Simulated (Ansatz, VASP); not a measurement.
**One calculation of Mg2C3, two programs**

File POSCAR:

```
Mg2C3
1.0
    2.3123785330     -2.2662568404     -0.0067603661
    2.3123785330      2.2662568404     -0.0067603661
   -1.1870432839      0.0000000000      5.1771388387
Mg C
2 3
Direct
    0.8082382625      0.8082382625      0.1984312469
    0.1917617375      0.1917617375      0.8015687531
    0.3041690745      0.3041690745      0.2614645499
    0.6958309255      0.6958309255      0.7385354501
    0.5000000000      0.5000000000      0.5000000000
```

Contents of INCAR.step1:

```
SYSTEM = Mg2C3
PREC = Accurate
ENCUT = 520
ISMEAR = 0
SIGMA = 0.05
LREAL = .FALSE.
LASPH = .TRUE.
NELM = 100
NBANDS = 16
GGA = PE
ALGO = Normal
EDIFF = 1E-4
LWAVE = .TRUE.
LCHARG = .FALSE.
```

Contents of INCAR.step2:

```
SYSTEM = Mg2C3
PREC = Accurate
ENCUT = 520
EDIFF = 1E-6
ISMEAR = 0
SIGMA = 0.05
LREAL = .FALSE.
LASPH = .TRUE.
NELM = 100
ALGO = Normal
ISIF = 2
LWAVE = .FALSE.
LCHARG = .FALSE.
METAGGA = R2SCAN
LMIXTAU = .TRUE.
NBANDS = 16
ISTART = 1
```

The input KPOINTS:

```
regular mesh
0
G
  10 10 6
  0 0 0
```

Input for Ansatz:

```yaml
crystal:
  lattice:
    - [2.312378533, -2.2662568404, -0.0067603661]
    - [2.312378533, 2.2662568404, -0.0067603661]
    - [-1.1870432839, 0.0, 5.1771388387]
  atoms:
    - { symbol: Mg, position: [0.8082382625, 0.8082382625, 0.1984312469] }
    - { symbol: Mg, position: [0.1917617375, 0.1917617375, 0.8015687531] }
    - { symbol: C, position: [0.3041690745, 0.3041690745, 0.2614645499] }
    - { symbol: C, position: [0.6958309255, 0.6958309255, 0.7385354501] }
    - { symbol: C, position: [0.5, 0.5, 0.5] }
basis:
  ecutwfc: 500
kpoints:
  mp_grid: { grid: [10, 10, 6] }
hamiltonian:
  xc: r2scan
scf:
  occupations: { method: gaussian, width: 0.05 }
output:
  forces: true
  stress: true
  eigenvalues: true
```

Alike in both runs: task single point; functional r2SCAN; k mesh 10 × 10 × 6; occupations gaussian, width 0.05 eV; no spin polarisation.

```csv
,VASP,Ansatz
version,VASP 6.6.1,Ansatz 0.2.0
potentials or method,"VASP PAW PBE potentials, release 64 (Mg, C)","scalar-relativistic, plane waves, PAW"
plane-wave cutoff (eV),520,500
valence electrons in the cell,16,32
```

VASP gave:

- gap on the k mesh at the Fermi level (eV): 1.39
- least direct gap on the mesh (eV): 1.67
- pressure (GPa): -5.8
- largest component of the traceless stress (GPa): 20.22
- rms of the force components (eV/Å): 0.922

Problem. What did Ansatz give for the same quantities?

Solution. gap on the k mesh at the Fermi level (eV): 1.39; least direct gap on the mesh (eV): 1.67; pressure (GPa): -5.5; largest component of the traceless stress (GPa): 20.64; rms of the force components (eV/Å): 0.960.

Atom by atom the forces differ by 0.039 eV/Å (rms over components). With one functional, cell and mesh, what is left measures potentials, basis and numerics. The two sets of potentials don't hold the same shells in valence.

Caveats: the PAW data sets were made with another functional, which shifts forces and pressure a little (VASP). r2SCAN opens gaps a little over a GGA but as a rule still falls short of measured ones. A k mesh can miss the band edges.
